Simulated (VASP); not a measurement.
Elastic constants (GPa) of a crystal from PBEsol GGA, VASP's PBE PAW potentials (set 64) (VASP 6.6.1):

```csv
,xx,yy,zz,yz,xz,xy
xx,69.2,66.6,14.3,0.0,0.0,0.0
yy,66.6,69.2,14.3,0.0,0.0,0.0
zz,14.3,14.3,19.5,0.0,0.0,0.0
yz,0.0,0.0,0.0,15.1,0.0,0.0
xz,0.0,0.0,0.0,0.0,15.1,0.0
xy,0.0,0.0,0.0,0.0,0.0,58.6
```

Without a dispersion term in the relaxation, distances and binding between the weakly bound layers, chains or molecules are unreliable, and so is what depends on them.

### Question
Work out the Voigt, Reuss and Hill moduli, Young's modulus and Poisson's ratio.

### Answer
All eigenvalues are positive (smallest 2.6 GPa), so the crystal is stable. K_V = (C11+C22+C33+2(C12+C13+C23))/9 = (157.9 + 2×95.2)/9 = 38.7 GPa; G_V = (157.9 − 95.2 + 3×88.8)/15 = 21.9 GPa. From the compliances, K_R = 19.0 GPa and G_R = 4.9 GPa. Hill: K = 28.9 GPa, G = 13.4 GPa, E = 9KG/(3K+G) = 34.8 GPa, ν = (3K−2G)/(2(3K+G)) = 0.299. K/G = 2.15, above Pugh's 1.75; universal anisotropy A^U = 18.47.

### Question
With a density of 9.25 g/cm³, what are the mean sound speeds?

### Answer
v_l = √((K+4G/3)/ρ) = 2.25 km/s and v_t = √(G/ρ) = 1.20 km/s. The crystal is PbO (litharge), tetragonal.

The compound is PbO in the litharge structure. It was relaxed first.
